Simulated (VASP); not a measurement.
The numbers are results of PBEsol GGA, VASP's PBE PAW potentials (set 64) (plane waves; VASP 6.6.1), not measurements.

VASP input:

POSCAR:
```
Ho
1.0
  3.1614831004   0.0000000000   0.0000000000
  0.0000000000   3.1614831004   0.0000000000
  0.0000000000   0.0000000000   3.1614831004
Ho
1
direct
  0.0000000000   0.0000000000   0.0000000000
```

KPOINTS:
```
Automatic
0
gamma
 13 13 13
0 0 0
```

INCAR:
```
ALGO  =  Normal
EDIFF  =  1E-7
ENCUT  =  400
GGA  =  PS
ISIF  =  2
ISMEAR  =  -5
LASPH  =  T
LCHARG  =  T
LMAXMIX  =  6
LORBIT  =  11
LREAL  =  F
LWAVE  =  F
NEDOS  =  601
NELM  =  100
PREC  =  Accurate
SYSTEM  =  Ho
```

POTCAR, in this order: Ho_3 (PBE.64 set). Program: vasp_std.

The resulting files:

**OSZICAR**
```
       N       E                     dE             d eps       ncg     rms          rms(c)
DAV:   1     0.319275181850E+01    0.31928E+01   -0.41300E+03  1720   0.789E+02
DAV:   2    -0.394149926407E+01   -0.71343E+01   -0.69051E+01  1888   0.822E+01
DAV:   3    -0.412265725424E+01   -0.18116E+00   -0.17304E+00  1848   0.105E+01
DAV:   4    -0.412495670827E+01   -0.22995E-02   -0.22268E-02  2120   0.167E+00
DAV:   5    -0.412496642776E+01   -0.97195E-05   -0.93918E-05  1864   0.825E-02    0.138E+01
DAV:   6    -0.412663783340E+01   -0.16714E-02   -0.16150E-02  2120   0.166E+00    0.804E+00
DAV:   7    -0.413406718259E+01   -0.74293E-02   -0.20457E-02  2160   0.196E+00    0.208E-01
DAV:   8    -0.413372773060E+01    0.33945E-03   -0.15070E-03  2208   0.349E-01    0.556E-02
DAV:   9    -0.413372373839E+01    0.39922E-05   -0.16253E-05  1720   0.415E-02    0.111E-02
DAV:  10    -0.413372511249E+01   -0.13741E-05   -0.19570E-06  2344   0.180E-02    0.275E-03
DAV:  11    -0.413372488451E+01    0.22798E-06   -0.44083E-08  1280   0.233E-03    0.420E-04
DAV:  12    -0.413372490352E+01   -0.19006E-07   -0.10424E-08  1248   0.158E-03
   1 F= -.41337249E+01 E0= -.41337249E+01  d E =0.000000E+00
```

**OUTCAR**
```
------------------------ aborting loop because EDIFF is reached ----------------------------------------
  FORCE on cell =-STRESS in cart. coord.  units (eV):
  Direction    XX          YY          ZZ          XY          YZ          ZX
  --------------------------------------------------------------------------------------
  Total       -0.0640290     -0.0640290     -0.0640290      0.0000000     -0.0000000     -0.0000000
  in kB       -3.2464923     -3.2464923     -3.2464923      0.0000000     -0.0000000     -0.0000000
  external PRESSURE =      -3.2464923 kB  Pullay stress =       0.0000000 kB
  volume of cell :       31.60
      direct lattice vectors                 reciprocal lattice vectors
     3.161483100  0.000000000  0.000000000     0.316307242  0.000000000  0.000000000
     0.000000000  3.161483100  0.000000000     0.000000000  0.316307242  0.000000000
     0.000000000  0.000000000  3.161483100     0.000000000  0.000000000  0.316307242
 POSITION                                       TOTAL-FORCE (eV/Angst)
 -----------------------------------------------------------------------------------
      0.00000      0.00000      0.00000         0.000000      0.000000      0.000000
 -----------------------------------------------------------------------------------
    total drift:                                0.000000     -0.000000      0.000000
  FREE ENERGIE OF THE ION-ELECTRON SYSTEM (eV)
  ---------------------------------------------------
  free  energy   TOTEN  =        -4.1337249035 eV

  energy  without entropy=       -4.1337249035  energy(sigma->0) =       -4.13372490

 total charge

# of ion       s       p       d       tot
------------------------------------------
    1        0.506   6.353   1.237   8.096
```
(Selected blocks of OUTCAR.)

The 4f electrons are frozen in the core of the lanthanide potential, so 4f levels, which can set the real gap, and their magnetism are missing. For a metal the tetrahedron method with Blöchl corrections gives inexact stress and forces.

The structure was generated: Ho was put into the simple-cubic type (Pm-3m), which need not be its known phase. It was relaxed first, which changed the volume by -10 %.
